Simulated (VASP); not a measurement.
A convergence study with VASP on Mo (bcc): one setting is varied, all else stays as given below, so the limit is that of these other settings. Each run relaxes cell and ions from the cell shown. The basis is that of the starting cell, so low cut-offs carry a Pulay error.

```
CELL_PARAMETERS angstrom
     -1.57500     1.57500     1.57500
      1.57500    -1.57500     1.57500
      1.57500     1.57500    -1.57500
ATOMIC_POSITIONS crystal
  Mo 0.00000 0.00000 0.00000
```

These are PBEsol GGA, VASP's PBE PAW potentials (set 64) (plane waves; VASP) values and carry that method's errors. The tightest run used: 700 eV cut-off, 14×14×14 Γ-centred mesh, first-order Methfessel-Paxton smearing of 0.10 eV, potentials Mo_sv.

```tsv
setting	relaxed volume (Å³/atom)	E (eV/atom)	plane waves
ENCUT = 200	13.727	-12.0053	116
ENCUT = 250	15.186	-11.7688	148
ENCUT = 300	15.364	-11.7696	194
```

These are the cheaper rows. Estimate the results at ENCUT = 700, and how far the last row shown lies from them.

```json
[
 {"quantity": "relaxed volume (Å³/atom)", "tightest run": "15.394", "last row shown is off by": "-0.030"},
 {"quantity": "E (eV/atom)", "tightest run": "-11.7629", "last row shown is off by": "-0.0067"}
]
```

Left out are rungs that failed or repeat a setting and relaxations that didn't move; long series are thinned to 24 rows.

The compound is Mo in the bcc structure.
